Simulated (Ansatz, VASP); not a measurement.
# One calculation of Ta4Rh, two programs

```
Ta Rh
1.0
     4.75466    0.00000    0.00000
     0.00000    4.75466    0.00000
     0.00000    0.00000    4.75466
Ta Rh
4 1
Direct
  0.00000 0.00000 0.00000
  0.50000 0.50000 0.00000
  0.50000 0.00000 0.50000
  0.00000 0.50000 0.50000
  0.50000 0.50000 0.50000
```

Change from the starting cell: species swapped into the Ni4N type (Pm-3m, No. 221).

Alike in both runs: functional PBE; k mesh 8 × 8 × 8; occupations gaussian, width 0.1 eV; no spin polarisation.

Ansatz relaxed the structure, and its values are those at the end. VASP's run is a single point on that final structure, the one shown.

|  | VASP | Ansatz |
| --- | --- | --- |
| version | VASP 6.6.1 | Ansatz 0.2.0 |
| potentials or method | VASP PAW PBE potentials, release 64 (Ta_pv, Rh_pv) | scalar-relativistic, plane waves, PAW |
| plane-wave cutoff (eV) | 520 | 420 |
| valence electrons in the cell | 59 | 69 |

|  | VASP | Ansatz | Ansatz less VASP |
| --- | --- | --- | --- |
| gap on the k mesh at the Fermi level (eV) | none | none | - |
| pressure (GPa) | 0.1 | 0.0 | -0.15 |

A gap of «none» marks a metal or a gap that the smearing closes. The two sets of potentials don't hold the same shells in valence.

The runs have no spin-orbit coupling, so splittings on Ta are missing.
